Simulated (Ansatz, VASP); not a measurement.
# LiC4 in VASP and in Ansatz

```
Li C
1.0
     2.99848   -3.14408    0.00000
     2.99848    3.14408    0.00000
     0.00000    0.00000    2.37414
Li C
1 4
Direct
  0.00000 0.00000 0.00000
  0.62399 0.37601 0.00000
  0.37601 0.62399 0.00000
  0.66749 0.66749 0.50000
  0.33251 0.33251 0.50000
```

Change from the starting cell: ordered vacancies on the cation sites of rutile (Cmmm, No. 65).

Alike in both runs: functional PBE; k mesh 4 × 4 × 6; occupations gaussian, width 0.1 eV; no spin polarisation.

Ansatz relaxed the structure, and its values are those at the end. VASP's run is a single point on that final structure, the one shown.

|  | VASP | Ansatz |
| --- | --- | --- |
| version | VASP 6.6.1 | Ansatz 0.2.0 |
| potentials or method | VASP PAW PBE potentials, release 64 (Li_sv, C) | scalar-relativistic, plane waves, PAW |
| plane-wave cutoff (eV) | 520 | 420 |
| valence electrons in the cell | 19 | 19 |

VASP gave:

| Quantity | Value |
| --- | --- |
| gap on the k mesh at the Fermi level (eV) | none |
| rms of the force components (eV/Å) | 0.042 |

Problem. Which values does Ansatz return?

Solution. gap on the k mesh at the Fermi level (eV): none; rms of the force components (eV/Å): 0.010.

A gap of «none» marks a metal or a gap that the smearing closes. With one functional, cell and mesh, what is left measures potentials, basis and numerics.

Caveats: the k mesh is coarse (spacing up to 0.44 Å⁻¹), so the values aren't converged.
